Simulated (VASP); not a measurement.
Input:

```
AlFe
1.0
    2.91000     0.00000     0.00000
    0.00000     2.91000     0.00000
    0.00000     0.00000     2.91000
Al Fe
1 1
Direct
  0.50000   0.50000   0.50000
  0.00000   0.00000   0.00000
```

Calculation: LDA (Ceperley-Alder, Perdew-Zunger), VASP's LDA PAW potentials (set 64) (plane waves; VASP). Settings: 520 eV cut-off, 11×11×11 Γ-centred mesh, first-order Methfessel-Paxton smearing of 0.10 eV, potentials Al Fe.

Energy and stress use the plane-wave basis of the starting cell.

Question: The ions, cell shape and volume are relaxed. Predict the relaxed structure.

Answer: 
```
AlFe
1.0
    2.81274     0.00000     0.00000
    0.00000     2.81274     0.00000
    0.00000     0.00000     2.81274
Al Fe
1 1
Direct
  0.50000   0.50000   0.50000
  0.00000   0.00000   0.00000
```
Space group Pm-3m (221), at a tolerance of 0.03 Å.

Question: How do energy and volume change from the first to the last step?

Answer: The energy (σ→0) changes by -69.0 meV/atom and the volume by -9.7 %, in 4 ionic steps.

```tsv
step	E(σ→0) (eV)	max force (eV/Å)	pressure (GPa)	volume (Å³)
1	-14.1704	0.000	-17.01	24.64
2	-14.1716	0.000	23.82	20.27
3	-14.3085	0.000	-0.31	22.30
4	-14.3085	0.000	0.10	22.25
```

The compound is FeAl in the CsCl type structure. This run relaxes it. Symmetry was kept, so distortions that lower it aren't found. The run is not spin-polarised, so no magnetic state was tried. The electron count is odd and the run is not spin-polarised, which forces a metal.
